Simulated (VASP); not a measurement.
Given:

```
Cu2O
1.0
    4.36335     0.00000     0.00000
    0.00000     4.36335     0.00000
    0.00000     0.00000     4.36335
Cu O
4 2
Direct
  0.75000   0.25000   0.75000
  0.25000   0.75000   0.75000
  0.75000   0.75000   0.25000
  0.25000   0.25000   0.25000
  0.00000   0.00000   0.00000
  0.50000   0.50000   0.50000
```

The numbers are results of RPBE GGA, VASP's PBE PAW potentials (set 64) (plane waves; VASP), not measurements. Run with 520 eV cut-off, Gaussian smearing of 0.050 eV, potentials Cu O.

Q: Predict the band gap (along the path) with the smallest direct gap where there is one.

A: 
- band gap (along the path) = 0.40 eV
- smallest direct gap (along the path) = 0.40 eV

Only differences to runs with the same potentials and settings are physical.

The compound is Cu2O in the cuprite structure. It was relaxed first, which changed the volume by +7 %.
